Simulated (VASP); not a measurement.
Output of a VASP run:

File OUTCAR:
```
 ion  position               nearest neighbor table
   1  0.000  0.000  0.000-   2 2.17   2 2.17   2 2.17   2 2.17   2 2.17   2 2.17
   2  0.333  0.667  0.500-   1 2.17   1 2.17   1 2.17   1 2.17   1 2.17   1 2.17
  LATTYP: Found a hexagonal cell.
 ALAT       =     2.8656126460
 C/A-ratio  =     0.9770657770
 Subroutine PRICEL returns:
 Original cell was already a primitive cell.
 Subroutine GETGRP returns: Found 12 space group operations
The static configuration has the point symmetry D_3h.
The dynamic configuration has the point symmetry D_3h.
 Subroutine INISYM returns: Found 12 space group operations
 Subroutine IBZKPT returns following result:
 Found    189 irreducible k-points:

 Following reciprocal coordinates:
            Coordinates               Weight
  0.000000  0.000000  0.000000      1.000000
  0.066667  0.000000  0.000000      6.000000
  0.133333  0.000000  0.000000      6.000000
  0.200000  0.000000  0.000000      6.000000
  0.266667  0.000000  0.000000      6.000000
  0.333333  0.000000  0.000000      6.000000
  0.400000  0.000000  0.000000      6.000000
  0.466667  0.000000  0.000000      6.000000
  0.066667  0.066667  0.000000      6.000000
  0.133333  0.066667  0.000000     12.000000
  0.200000  0.066667  0.000000     12.000000
  0.266667  0.066667  0.000000     12.000000
  0.333333  0.066667  0.000000     12.000000
  0.400000  0.066667  0.000000     12.000000
  0.466667  0.066667  0.000000      6.000000
  0.133333  0.133333  0.000000      6.000000
  0.200000  0.133333  0.000000     12.000000
  0.266667  0.133333  0.000000     12.000000
  0.333333  0.133333  0.000000     12.000000
  0.400000  0.133333  0.000000     12.000000
  0.200000  0.200000  0.000000      6.000000
  0.266667  0.200000  0.000000     12.000000
  0.333333  0.200000  0.000000     12.000000
  0.400000  0.200000  0.000000      6.000000
  0.266667  0.266667  0.000000      6.000000
  0.333333  0.266667  0.000000     12.000000
  0.333333  0.333333  0.000000      2.000000
  0.000000  0.000000  0.076923      2.000000
  0.066667  0.000000  0.076923     12.000000
  0.133333  0.000000  0.076923     12.000000
  0.200000  0.000000  0.076923     12.000000
  0.266667  0.000000  0.076923     12.000000
  0.333333  0.000000  0.076923     12.000000
  0.400000  0.000000  0.076923     12.000000
  0.466667  0.000000  0.076923     12.000000
  0.066667  0.066667  0.076923     12.000000
  0.133333  0.066667  0.076923     24.000000
  0.200000  0.066667  0.076923     24.000000
  0.266667  0.066667  0.076923     24.000000
  0.333333  0.066667  0.076923     24.000000
   k-points           NKPTS =    189   k-points in BZ     NKDIM =    189   number of bands    NBANDS=     13
   number of dos      NEDOS =    301   number of ions     NIONS =      2
   total plane-waves  NPLWV =  13824
   dimension x,y,z NGX =    24 NGY =   24 NGZ =   24
   dimension x,y,z NGXF=    48 NGYF=   48 NGZF=   48
   ions per type =               1   1
   PREC   = accura    normal or accurate (medium, high low for compatibility)
   ISTART =      0    job   : 0-new  1-cont  2-samecut
   ICHARG =      2    charge: 1-file 2-atom 10-const
   ISPIN  =      1    spin polarized calculation?
   LNONCOLLINEAR =      F non collinear calculations
   LSORBIT =      F    spin-orbit coupling
   INIWAV =      1    electr: 0-lowe 1-rand  2-diag
   ENCUT  =  620.0 eV  45.57 Ry    6.75 a.u.   5.82  5.82  5.68*2*pi/ulx,y,z
   NELM   =    100;   NELMIN=  2; NELMDL= -5     # of ELM steps
   EDIFF  = 0.1E-05   stopping-criterion for ELM
   LREAL  =      F    real-space projection
   NLSPLINE    = F    spline interpolate recip. space projectors
   LMAXMIX     =    6 max onsite mixed and CHGCAR
   VOSKOWN=      0    Vosko Wilk Nusair interpolation
   EDIFFG = -.2E-01   stopping-criterion for IOM
   NSW    =     40    number of steps for IOM
   NBLOCK =      1;   KBLOCK =     40    inner block; outer block
...
```

**OSZICAR**
```
       N       E                     dE             d eps       ncg     rms          rms(c)
DAV:   1     0.121508628646E+03    0.12151E+03   -0.10860E+04  4914   0.174E+03
DAV:   2    -0.232357024636E+02   -0.14474E+03   -0.14102E+03  5604   0.417E+02
DAV:   3    -0.277407255787E+02   -0.45050E+01   -0.44320E+01  5909   0.658E+01
DAV:   4    -0.277860266566E+02   -0.45301E-01   -0.45133E-01  5449   0.702E+00
DAV:   5    -0.277863758448E+02   -0.34919E-03   -0.34916E-03  5729   0.649E-01    0.355E+01
DAV:   6    -0.248012421719E+02    0.29851E+01   -0.92902E+00  5529   0.316E+01    0.987E+00
DAV:   7    -0.247223750154E+02    0.78867E-01   -0.41691E-01  5074   0.607E+00    0.684E+00
DAV:   8    -0.246890962177E+02    0.33279E-01   -0.64027E-02  5439   0.221E+00    0.870E-01
DAV:   9    -0.246880046316E+02    0.10916E-02   -0.38991E-03  5314   0.453E-01    0.126E-01
DAV:  10    -0.246878860856E+02    0.11855E-03   -0.23572E-04  5639   0.215E-01    0.636E-02
DAV:  11    -0.246878853458E+02    0.73975E-06   -0.21765E-05  5434   0.414E-02    0.106E-02
DAV:  12    -0.246878846395E+02    0.70631E-06   -0.37038E-06  5079   0.176E-02
   1 F= -.23445099E+02 E0= -.23445083E+02  d E =-.234451E+02
```

### OUTCAR
```
------------------------ aborting loop because EDIFF is reached ----------------------------------------
  FORCE on cell =-STRESS in cart. coord.  units (eV):
  Direction    XX          YY          ZZ          XY          YZ          ZX
  --------------------------------------------------------------------------------------
  Total        1.2614407      1.2614408      1.2623642      0.0000000     -0.0000000     -0.0000000
  in kB      101.5010507    101.5010570    101.5753626      0.0000000     -0.0000000     -0.0000000
  external PRESSURE =       1.5258235 kB  Pullay stress =     100.0000000 kB
  volume of cell :       19.91
      direct lattice vectors                 reciprocal lattice vectors
     1.432806290 -2.481693368  0.000000000     0.348965526 -0.201475334  0.000000000
     1.432806290  2.481693368  0.000000000     0.348965526  0.201475334  0.000000000
     0.000000000  0.000000000  2.799892047     0.000000000  0.000000000  0.357156627
 POSITION                                       TOTAL-FORCE (eV/Angst)
 -----------------------------------------------------------------------------------
      0.00000      0.00000      0.00000         0.000000     -0.000000      0.000000
      1.43281      0.82723      1.39995        -0.000000      0.000000      0.000000
 -----------------------------------------------------------------------------------
    total drift:                                0.000000     -0.000366      0.000000
  FREE ENERGIE OF THE ION-ELECTRON SYSTEM (eV)
  ---------------------------------------------------
  free  energy   TOTEN  =       -24.6878846395 eV

  energy  without entropy=      -24.6878362769  energy(sigma->0) =      -24.68786852
  enthalpy is  TOTEN    =       -23.4450987903 eV   P V=        1.2427858492

 reached required accuracy - stopping structural energy minimisation
```
(Selected blocks of OUTCAR.)

**POSCAR**
```
WC
1
    1.4328062897    -2.4816933681     0.0000000000
    1.4328062897     2.4816933681    -0.0000000000
   -0.0000000000     0.0000000000     2.7998920467
W C
1 1
Direct
  0.0000000000   0.0000000000   0.0000000000
  0.3333330000   0.6666670000   0.5000000000
```

**Question.** Reconstruct the remaining input files.

**Answer.** Several could match; the one computed here: the input of the run itself, LDA (Ceperley-Alder, Perdew-Zunger), plane waves, VASP's LDA PAW potentials (set 64).

**KPOINTS**
```
Automatic mesh
0
Gamma
15 15 13
0 0 0
```

INCAR:
```
SYSTEM = WC
PREC = Accurate; ENCUT = 620; LREAL = F
LASPH = T
EDIFF = 1E-6; NELM = 100; ALGO = Normal
LMAXMIX = 6
ISMEAR = 1; SIGMA = 0.1
IBRION = 2; NSW = 40; ISIF = 3
EDIFFG = -0.02; PSTRESS = 100
LWAVE = F; LCHARG = F
```

POTCAR, in this order: W_sv C (LDA.64 set). Program: vasp_std.

The compound is WC in the wc structure. It was relaxed first under an external pressure of 10 GPa.
